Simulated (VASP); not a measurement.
OSZICAR of a VASP run on BiSb (space group R3m):

**OSZICAR**
```
       N       E                     dE             d eps       ncg     rms          rms(c)
DAV:   1     0.641353014275E+02    0.64135E+02   -0.91348E+03  1820   0.123E+03
DAV:   2    -0.783531788793E+02   -0.14249E+03   -0.14105E+03  2054   0.322E+02
DAV:   3    -0.880498919676E+02   -0.96967E+01   -0.96488E+01  2312   0.982E+01
DAV:   4    -0.882986141247E+02   -0.24872E+00   -0.24868E+00  2404   0.181E+01
DAV:   5    -0.883031602694E+02   -0.45461E-02   -0.45461E-02  2320   0.192E+00    0.195E+00
DAV:   6    -0.843760473558E+02    0.39271E+01   -0.11938E+00  2192   0.195E+01    0.146E+00
DAV:   7    -0.840662518273E+02    0.30980E+00   -0.46883E-01  1844   0.630E+00    0.113E+00
DAV:   8    -0.842194821451E+02   -0.15323E+00   -0.19938E-01  1832   0.245E+00    0.606E-01
DAV:   9    -0.842014669420E+02    0.18015E-01   -0.96396E-02  1820   0.200E+00    0.383E-01
DAV:  10    -0.842293628076E+02   -0.27896E-01   -0.50768E-02  1832   0.151E+00    0.159E-01
DAV:  11    -0.842273943933E+02    0.19684E-02   -0.42712E-03  1994   0.500E-01    0.829E-02
DAV:  12    -0.842273642764E+02    0.30117E-04   -0.38405E-03  1832   0.502E-01    0.278E-02
DAV:  13    -0.842284775966E+02   -0.11133E-02   -0.45497E-04  1880   0.188E-01    0.332E-02
DAV:  14    -0.842285515122E+02   -0.73916E-04   -0.24308E-04  1910   0.157E-01    0.152E-02
DAV:  15    -0.842288927359E+02   -0.34122E-03   -0.43933E-04  1832   0.234E-01    0.181E-02
DAV:  16    -0.842288946893E+02   -0.19534E-05   -0.11956E-05  2102   0.352E-02    0.106E-02
DAV:  17    -0.842289213650E+02   -0.26676E-04   -0.20459E-05  1844   0.375E-02    0.463E-03
DAV:  18    -0.842289279306E+02   -0.65656E-05   -0.15603E-05  1970   0.315E-02    0.315E-03
DAV:  19    -0.842289287264E+02   -0.79575E-06   -0.35302E-06  1862   0.201E-02    0.149E-03
DAV:  20    -0.842289291770E+02   -0.45064E-06   -0.20394E-06  1844   0.135E-02    0.168E-03
DAV:  21    -0.842289291093E+02    0.67685E-07   -0.68594E-08  1054   0.237E-03
   1 F= -.84228929E+02 E0= -.84228929E+02  d E =0.000000E+00
       N       E                     dE             ncg
```

Problem. Which electronic solver shows in the log?

Solution. It is blocked Davidson (ALGO = Normal, or the opening steps of other solvers). The INCAR had ALGO = Normal.

Problem. Can the final energy be trusted as converged?

Solution. Self-consistency was reached. It stopped with EDIFF = 1E-7, NELM = 100 (r2SCAN meta-GGA, plane waves, VASP's PBE PAW potentials (set 64)).

The structure comes from a computed database's BiSb entry (R3m); how it stands against other phases isn't given here. It was relaxed first.
